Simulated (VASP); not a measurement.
# Ca2FeO3 (P-6m2) in VASP: relaxation of cell and atoms with PBE

Aim: the relaxation of cell and atoms of Ca2FeO3 with PBE.

Program: VASP 6.6.1. These are calculated values, not measurements. Logs are shortened: lines on timing, memory, paths and dates and some standing lists are left out, and cuts for length are marked.

## 1. The crystal as given

The structure is hexagonal, space group P-6m2 (No. 187). The conventional cell has a = 3.688 Å, b = 3.688 Å, c = 7.255 Å, α = 90.00°, β = 90.00°, γ = 120.00°. Ca (site symmetry 3m) is surrounded by 3 Fe at 2.76 Å and 9 O at 2.76 to 2.83 Å. Fe (site symmetry -6m2) has 3 O at 2.13 Å as nearest neighbours. O (site symmetry -6m2) has 3 O at 2.13 Å as nearest neighbours. O (site symmetry -6m2) is surrounded by 3 Fe at 2.13 Å. O (site symmetry -6m2) is surrounded by 3 O at 2.13 Å.

The cell was built by a generator and needn't be a form met in nature.

## 2. Relaxation of cell and atoms, PBE, collinear spin, ferromagnetic start

INCAR reads:

```
ALGO = Fast
EDIFF = 1E-4
EDIFFG = -0.08
ENCUT = 520
GGA = PE
IBRION = 2
ISIF = 3
ISMEAR = 0
ISPIN = 2
LASPH = True
LCHARG = False
LMAXMIX = 4
LORBIT = 11
LREAL = False
LWAVE = False
MAGMOM = 0 0 3 0 0 0
NELM = 60
NSW = 24
PREC = Normal
SIGMA = 0.15
```

KPOINTS reads:

```
k-points
0
Gamma
  4 4 2
```

POSCAR reads:

```
Ca2FeO3
1.0
    3.6882586600      0.0000000000      0.0000000000
   -1.8441293300      3.1941257000      0.0000000000
    0.0000000000      0.0000000000      7.2549575200
Ca Fe O
2 1 3
Direct
    0.3333333300      0.6666666700      0.2428220100
    0.3333333300      0.6666666700      0.7571779900
    0.6666666700      0.3333333300      0.0000000000
    0.6666666700      0.3333333300      0.5000000000
    0.0000000000      0.0000000000      0.0000000000
    0.0000000000      0.0000000000      0.5000000000
```

Potentials or basis: VASP PAW PBE potentials, release 64 (Ca_sv, Fe, O).

Run with:

```sh
$ cat potpaw_PBE.64/Ca_sv/POTCAR potpaw_PBE.64/Fe/POTCAR potpaw_PBE.64/O/POTCAR > POTCAR
$ mpirun -np 1 vasp_std > vasp.out
```

OUTCAR:

```text
EDIFF = 1E-4
   EDIFFG = -0.08
   ENCUT = 520
   GGA = PE
   IBRION = 2
   ISIF = 3
   ISMEAR = 0
   ISPIN = 2
   LASPH = True
   LORBIT = 11
   LREAL = False
   NELM = 60
   NSW = 24
   PREC = Normal

 ion  position               nearest neighbor table
   1  0.333  0.667  0.243-   3 2.76   3 2.76   3 2.76
   2  0.333  0.667  0.757-   3 2.76   3 2.76   3 2.76
   3  0.667  0.333  0.000-   5 2.13   5 2.13   5 2.13   2 2.76   1 2.76   2 2.76   1 2.76   1 2.76
                             2 2.76
   4  0.667  0.333  0.500-
   5  0.000  0.000  0.000-   3 2.13   3 2.13   3 2.13
   6  0.000  0.000  0.500-

  LATTYP: Found a hexagonal cell.
 ALAT       =     3.6882586600
 C/A-ratio  =     1.9670414114

  Lattice vectors:

 A1 = (   3.6882586600,   0.0000000000,   0.0000000000)
 A2 = (  -1.8441293300,   3.1941257000,   0.0000000000)
 A3 = (   0.0000000000,   0.0000000000,   7.2549575200)

Analysis of symmetry for initial positions (statically):
=====================================================================
 Subroutine PRICEL returns:
 Original cell was already a primitive cell.

 Routine SETGRP: Setting up the symmetry group for a
 hexagonal supercell.

 Subroutine GETGRP returns: Found 12 space group operations
 (whereof 12 operations were pure point group operations)
 out of a pool of 24 trial point group operations.

The static configuration has the point symmetry D_3h.

Analysis of symmetry for dynamics (positions and initial velocities):
=====================================================================
 Subroutine PRICEL returns:
 Original cell was already a primitive cell.

 Routine SETGRP: Setting up the symmetry group for a
 hexagonal supercell.

 Subroutine GETGRP returns: Found 12 space group operations
 (whereof 12 operations were pure point group operations)
 out of a pool of 24 trial point group operations.

The dynamic configuration has the point symmetry D_3h.

Analysis of structural, dynamic, and magnetic symmetry:
=====================================================================
 Subroutine PRICEL returns:
 Original cell was already a primitive cell.

 Routine SETGRP: Setting up the symmetry group for a
 hexagonal supercell.

 Subroutine GETGRP returns: Found 12 space group operations
 (whereof 12 operations were pure point group operations)
 out of a pool of 24 trial point group operations.

The overall configuration has the point symmetry D_3h.

 Subroutine INISYM returns: Found 12 space group operations
 (whereof 12 operations are pure point group operations),
 and found     1 'primitive' translations

----------------------------------------------------------------------------------------

                                     Primitive cell

  volume of cell :      85.4689

  direct lattice vectors                    reciprocal lattice vectors
     3.688258660  0.000000000  0.000000000     0.271130659  0.156537359  0.000000000
    -1.844129330  3.194125700  0.000000000     0.000000000  0.313074717  0.000000000
     0.000000000  0.000000000  7.254957520     0.000000000  0.000000000  0.137836782

  length of vectors
     3.688258660  3.688258664  7.254957520     0.313074717  0.313074717  0.137836782

  position of ions in fractional coordinates (direct lattice)
     0.333333330  0.666666670  0.242822010
     0.333333330  0.666666670  0.757177990
     0.666666670  0.333333330  0.000000000
     0.666666670  0.333333330  0.500000000
     0.000000000  0.000000000  0.000000000
     0.000000000  0.000000000  0.500000000

  ion indices of the primitive-cell ions
   primitive index   ion index
                 1           1
                 2           2
                 3           3
                 4           4
                 5           5
                 6           6

----------------------------------------------------------------------------------------

 KPOINTS: k-points

Automatic generation of k-mesh.
 Grid dimensions read from file:
 generate k-points for:    4    4    2

 Generating k-lattice:

  Cartesian coordinates                     Fractional coordinates (reciprocal lattice)
     0.067782665  0.039134340  0.000000000     0.250000000  0.000000000  0.000000000
     0.000000000  0.078268679  0.000000000     0.000000000  0.250000000  0.000000000
     0.000000000  0.000000000  0.068918391     0.000000000  0.000000000  0.500000000

  Length of vectors
     0.078268679  0.078268679  0.068918391

  Shift w.r.t. Gamma in fractional coordinates (k-lattice)
     0.000000000  0.000000000  0.000000000

 Subroutine IBZKPT returns following result:
 ===========================================

 Found      8 irreducible k-points:

 Following reciprocal coordinates:
            Coordinates               Weight
  0.000000  0.000000  0.000000      1.000000
  0.250000  0.000000  0.000000      6.000000
  0.500000  0.000000  0.000000      3.000000
  0.250000  0.250000  0.000000      6.000000
  0.000000  0.000000  0.500000      1.000000
  0.250000  0.000000  0.500000      6.000000
  0.500000  0.000000  0.500000      3.000000
  0.250000  0.250000  0.500000      6.000000
   k-points           NKPTS =      8   k-points in BZ     NKDIM =      8   number of bands    NBANDS=     29
   number of dos      NEDOS =    301   number of ions     NIONS =      6
   total plane-waves  NPLWV =  23040
   dimension x,y,z NGX =    24 NGY =   24 NGZ =   40
   dimension x,y,z NGXF=    48 NGYF=   48 NGZF=   80
   ions per type =               2   1   3
   NGX,Y,Z   is equivalent  to a cutoff of  10.82, 10.82,  9.17 a.u.
   NGXF,Y,Z  is equivalent  to a cutoff of  21.64, 21.64, 18.33 a.u.
 SYSTEM =  unknown system
   PREC   = normal    normal or accurate (medium, high low for compatibility)
   ISTART =      0    job   : 0-new  1-cont  2-samecut
   ICHARG =      2    charge: 1-file 2-atom 10-const
   ISPIN  =      2    spin polarized calculation?
   LNONCOLLINEAR =      F non collinear calculations
   LSORBIT =      F    spin-orbit coupling
   LASPH  =      T    aspherical Exc in radial PAW
   ENCUT  =  520.0 eV  38.22 Ry    6.18 a.u.   6.86  6.86 13.49*2*pi/ulx,y,z
   NELM   =     60;   NELMIN=  2; NELMDL= -5     # of ELM steps
   EDIFF  = 0.1E-03   stopping-criterion for ELM
   LREAL  =      F    real-space projection
   EDIFFG = -.8E-01   stopping-criterion for IOM
   NSW    =     24    number of steps for IOM
   IBRION =      2    ionic relax: 0-MD 1-quasi-New 2-CG
   NFREE  =      1    steps in history (QN), initial steepest desc. (CG)
   ISIF   =      3    stress and relaxation
   ISYM   =      2    0-nonsym 1-usesym 2-fastsym
   POTIM  = 0.5000    time-step for ionic-motion
   TEBEG  =    0.0;   TEEND  =   0.0 temperature during run
   PSTRESS=    0.0 pullay stress
   NELECT =      46.0000    total number of electrons
   NUPDOWN=      -1.0000    fix difference up-down
   EMIN   =  10.00;   EMAX   =-10.00  energy-range for DOS
   EFERMI =   0.00;   METHOD = LEGACY
   ISMEAR =     0;   SIGMA  =   0.15  broadening in eV -4-tet -1-fermi 0-gaus
   EFERMI_NEDOS =   21; number of points for ismear=-14 and -15
   IALGO  =     68    algorithm
   IMIX   =      4    mixing-type and parameters
     AMIX     =   0.40;   BMIX     =  1.00
     AMIX_MAG =   1.60;   BMIX_MAG =  1.00
  volume/ion in A,a.u.               =      14.24        96.13
  Fermi-wavevector in a.u.,A,eV,Ry     =   1.331654  2.516461 24.127239  1.773302
  Thomas-Fermi vector in A             =   2.460648
   LORBIT       =     11    0 simple, 1 ext, 2 COOP (PROOUT), +10 PAW based schemes
   GGA     = PE    functional components
   LHFCALC =     F    Hartree Fock is set to
   AEXX    =    0.0000 exact exchange contribution
   IVDW    =     0    specifies the selected vdW correction
   LEPSILON=     F    determine dielectric tensor
   LRPA    =     F    only Hartree local field effects (RPA)
 conjugate gradient relaxation of ions
 spin polarized calculation
 RMM-DIIS sequential band-by-band and
 Gauss-broadening in eV      SIGMA  =   0.15
  energy-cutoff  :      520.00
  volume of cell :       85.47
 maximum number of plane-waves:      2326
   NGX = 13   NGY = 13   NGZ = 27

--------------------------------------- Ionic step        1  -------------------------------------------

 number of electron      45.9999973 magnetization       2.1907352

 Free energy of the ion-electron system (eV)
  ---------------------------------------------------
  ext. energy  EPLUGINS =         0.00000000
  ---------------------------------------------------
  free energy    TOTEN  =       -31.36467992 eV

  energy without entropy =      -31.33514064  energy(sigma->0) =      -31.34991028

------------------------ aborting loop because EDIFF is reached ----------------------------------------

  FORCE on cell =-STRESS in cart. coord.  units (eV):
  Direction    XX          YY          ZZ          XY          YZ          ZX
  --------------------------------------------------------------------------------------
  -------------------------------------------------------------------------------------
  Total       -2.0756223     -2.0756223     -3.7271477      0.0000000      0.0000000      0.0000000
  in kB      -38.9090531    -38.9090532    -69.8681005      0.0000000      0.0000000      0.0000000
  external PRESSURE =     -49.2287356 kB  Pullay stress =       0.0000000 kB
[... 101 lines left out ...]
  FREE ENERGIE OF THE ION-ELECTRON SYSTEM (eV)
  ---------------------------------------------------
  free  energy   TOTEN  =       -32.0730774993 eV

  energy  without entropy=      -32.0409618309  energy(sigma->0) =      -32.05701967

[... ionic steps 4 to 12 ...]

--------------------------------------- Ionic step       13  -------------------------------------------

 number of electron      45.9999926 magnetization       3.0000602

------------------------ aborting loop because EDIFF is reached ----------------------------------------

  FORCE on cell =-STRESS in cart. coord.  units (eV):
  Direction    XX          YY          ZZ          XY          YZ          ZX
  --------------------------------------------------------------------------------------
  -------------------------------------------------------------------------------------
  Total        0.3455996      0.3455996      0.7649654      0.0000000      0.0000000      0.0000000
  in kB        6.5581294      6.5581294     14.5160528      0.0000000      0.0000000      0.0000000
  external PRESSURE =       9.2107705 kB  Pullay stress =       0.0000000 kB
[... 65 lines left out ...]
  energy  without entropy=      -33.7178763274  energy(sigma->0) =      -33.73157340

--------------------------------------- Ionic step       15  -------------------------------------------

 number of electron      45.9999929 magnetization       2.9999737

 Free energy of the ion-electron system (eV)
  ---------------------------------------------------
  ext. energy  EPLUGINS =         0.00000000
  ---------------------------------------------------
  free energy    TOTEN  =       -33.74528114 eV

  energy without entropy =      -33.71785672  energy(sigma->0) =      -33.73156893

 E-fermi :   4.4323     XC(G=0): -10.4227

 val. band max:        4.4270354675   @ k =   0.5000   0.0000   0.5000
 cond. band min:       4.4354911514   @ k =   0.5000   0.0000   0.0000
 fundamental gap:      0.0084556839
 Fermi energy:         4.4322737777

 spin component 1

 k-point     1 :       0.0000    0.0000    0.0000
  band No.  band energies     occupation
      1     -36.2029      1.00000
      2     -36.0203      1.00000
      3     -18.1789      1.00000
      4     -17.0517      1.00000
      5     -17.0517      1.00000
      6     -16.9031      1.00000
[... 245 lines left out ...]
     28       7.7217      0.00000
     29       8.1980      0.00000
 Fermi energy:         4.4322737777

 spin component 2

 k-point     1 :       0.0000    0.0000    0.0000
  band No.  band energies     occupation
      1     -36.2223      1.00000
      2     -36.0396      1.00000
      3     -18.2017      1.00000
      4     -17.0690      1.00000
      5     -17.0690      1.00000
      6     -16.9206      1.00000
[... 278 lines left out ...]
  FREE ENERGIE OF THE ION-ELECTRON SYSTEM (eV)
  ---------------------------------------------------
  free  energy   TOTEN  =       -33.7452811366 eV

  energy  without entropy=      -33.7178567184  energy(sigma->0) =      -33.73156893

 reached required accuracy - stopping structural energy minimisation

 total charge

# of ion       s       p       d       tot
------------------------------------------
    1        2.038   5.852   0.315   8.205
    2        2.038   5.852   0.315   8.205
    3        0.374   0.274   6.211   6.859
    4        1.605   3.298   0.000   4.904
    5        1.563   3.320   0.000   4.883
    6        1.605   3.302   0.000   4.906
--------------------------------------------------
tot          9.223  21.898   6.842  37.963

 magnetization (x)

# of ion       s       p       d       tot
------------------------------------------
    1       -0.003  -0.003  -0.014  -0.021
    2       -0.003  -0.003  -0.014  -0.021
    3        0.005   0.028   2.885   2.918
    4       -0.000   0.004   0.000   0.003
    5        0.009   0.131   0.000   0.139
    6        0.000   0.008   0.000   0.008
--------------------------------------------------
tot          0.007   0.164   2.856   3.027
```

Run time: 6.7 min. Hardware: 1 thread of Intel Xeon Platinum 8488C (Sapphire Rapids), shared host; peak memory 0.2 GiB.

Results:

```
Free energy                                           : -33.7453 eV
Relaxed volume                                        : 14.06 Å³/atom
Relaxed cell                                          : a = 3.613 Å, b = 3.613 Å, c = 7.461 Å, α = 90.00°, β = 90.00°, γ = 120.00°
Space group after relaxing (to 0.05 Å)                : P-6m2 (No. 187)
Energy gained by relaxing                             : 396.8 meV/atom
Ionic steps                                           : 15
Pressure after relaxing                               : 0.6 GPa
Largest force after relaxing                          : 0.051 eV/Å
Band gap on the k mesh                                : none (metal or under the smearing width)
Net moment                                            : 3.00 μB per cell
Site moments                                          : Ca -0.02; Fe +2.92; O +0.00, +0.14, +0.01 μB
Valence electrons inside the program's atomic spheres : Ca 8.21; Fe 6.86; O 4.90, 4.88, 4.91
```

Forces in eV/Å, atoms in the order of the input:
```
Ca   0.000  0.000 -0.051
Ca   0.000  0.000  0.051
Fe   0.000  0.000  0.000
O    0.000  0.000  0.000
O    0.000  0.000  0.000
O    0.000  0.000  0.000
```

The path:
| step | energy change (eV) | largest force (eV/Å) | pressure (GPa) | volume (Å³) |
| --- | --- | --- | --- | --- |
| 1 | 0.0000 | 3.5898 | -4.92 | 85.47 |
| 2 | -1.2032 | 2.8076 | -1.02 | 80.16 |
| 3 | -0.7084 | 4.4940 | 30.74 | 67.92 |
| 4 | -1.6702 | 2.0086 | 3.93 | 76.42 |
| 5 | -1.8545 | 0.5667 | 11.81 | 72.53 |
| 6 | -1.8691 | 0.9511 | 10.03 | 73.34 |
| 7 | -2.2111 | 0.6064 | 1.33 | 81.58 |
| 8 | -2.2177 | 0.4151 | 2.06 | 80.68 |
| 9 | -2.3522 | 0.3745 | -1.01 | 84.60 |
| 10 | -2.3531 | 0.4492 | -1.40 | 85.01 |
| 11 | -2.3751 | 0.2451 | 0.73 | 84.03 |
| 12 | -2.3753 | 0.2500 | 0.43 | 84.06 |
| 13 | -2.3801 | 0.1295 | 0.92 | 84.43 |
| 14 | -2.3806 | 0.0007 | 0.68 | 84.34 |
| 15 | -2.3806 | 0.0514 | 0.60 | 84.36 |

Final structure:
```yaml
crystal:
  lattice:
    - [3.61325, 0.00000, 0.00000]
    - [-1.80662, 3.12916, 0.00000]
    - [0.00000, 0.00000, 7.46117]
  atoms:
    - { symbol: Ca, position: [0.33333, 0.66667, 0.32180] }
    - { symbol: Ca, position: [0.33333, 0.66667, 0.67820] }
    - { symbol: Fe, position: [0.66667, 0.33333, 0.00000] }
    - { symbol: O, position: [0.66667, 0.33333, 0.50000] }
    - { symbol: O, position: [0.00000, 0.00000, 0.00000] }
    - { symbol: O, position: [0.00000, 0.00000, 0.50000] }
```

Caveat: the k mesh is coarse (spacing up to 0.49 Å⁻¹), so the values aren't converged; a cell with one magnetic atom can't hold antiferromagnetic order, which such compounds often take; semilocal functionals often make such compounds metallic where correlation or magnetic order opens a gap, which also shifts bond lengths; the relaxation stopped at a loose force limit of 0.08 eV/Å, so its end isn't a converged minimum.
